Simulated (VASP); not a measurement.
Crystal: TiN (Osbornite).

```
CELL_PARAMETERS angstrom
0.00000 2.11900 2.11900
2.11900 0.00000 2.11900
2.11900 2.11900 0.00000
ATOMIC_POSITIONS crystal
Ti 0.00000 0.00000 0.00000
N 0.50000 0.50000 0.50000
```

Base run:

```yaml
Program: VASP 6.6.1
Functional: PBEsol
Potentials_or_basis: VASP PAW PBE potentials, release 64 (Ti_sv, N)
Cutoff: 520 eV
k_mesh: 12 × 12 × 12
Occupations: fermi-dirac, width 0.05 eV
Spin: collinear spin, ferromagnetic start
Starting_moments: "[1.0, 0.0] μB"
```

Its results: band gap on the k mesh none (metal or under the smearing width); pressure -6.5 GPa; net moment 0.00 μB per cell.

Q: The run is repeated on the same cell with these changes: functional from PBEsol to PBE. What comes out?

A: Band gap on the k mesh none (metal or under the smearing width); pressure 2.2 GPa; net moment 0.00 μB per cell.

PBE binds less tightly than PBEsol, so the same cell stands under more pressure.

Caveats: the PAW data sets were made with another functional, which shifts forces and pressure a little (some runs).
